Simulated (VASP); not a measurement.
A convergence study with VASP on Pb (fcc): one setting is varied, all else stays as given below, so the limit is that of these other settings. Each run relaxes cell and ions from the cell shown. The basis is that of the starting cell, so low cut-offs carry a Pulay error.

```xyz
1
Lattice="0.0000 2.4750 2.4750 2.4750 0.0000 2.4750 2.4750 2.4750 0.0000" Properties=species:S:1:pos:R:3 pbc="T T T"
Pb     0.0000     0.0000     0.0000
```

These are PBE GGA, VASP's PBE PAW potentials (set 64) (plane waves; VASP 6.6.1) values and carry that method's errors. The tightest run used: 700 eV cut-off, 10×10×10 Γ-centred mesh, first-order Methfessel-Paxton smearing of 0.10 eV, potentials Pb_d.

```json
[
 {"setting": "ENCUT = 200", "relaxed volume (Å³/atom)": "27.153", "E (eV/atom)": "-3.6225", "plane waves": "204"},
 {"setting": "ENCUT = 250", "relaxed volume (Å³/atom)": "31.487", "E (eV/atom)": "-3.5562", "plane waves": "286"},
 {"setting": "ENCUT = 300", "relaxed volume (Å³/atom)": "31.419", "E (eV/atom)": "-3.5538", "plane waves": "368"},
 {"setting": "ENCUT = 350", "relaxed volume (Å³/atom)": "31.366", "E (eV/atom)": "-3.5529", "plane waves": "464"},
 {"setting": "ENCUT = 400", "relaxed volume (Å³/atom)": "31.740", "E (eV/atom)": "-3.5582", "plane waves": "568"}
]
```

**Question.** These are the cheaper rows. Estimate the results at ENCUT = 700, and how far the last row shown lies from them.

**Answer.** 
```tsv
quantity	tightest run	last row shown is off by
relaxed volume (Å³/atom)	31.885	-0.145
E (eV/atom)	-3.5594	0.0012
```

Left out are rungs that failed or repeat a setting and relaxations that didn't move; long series are thinned to 24 rows.

The compound is Pb in the fcc structure.
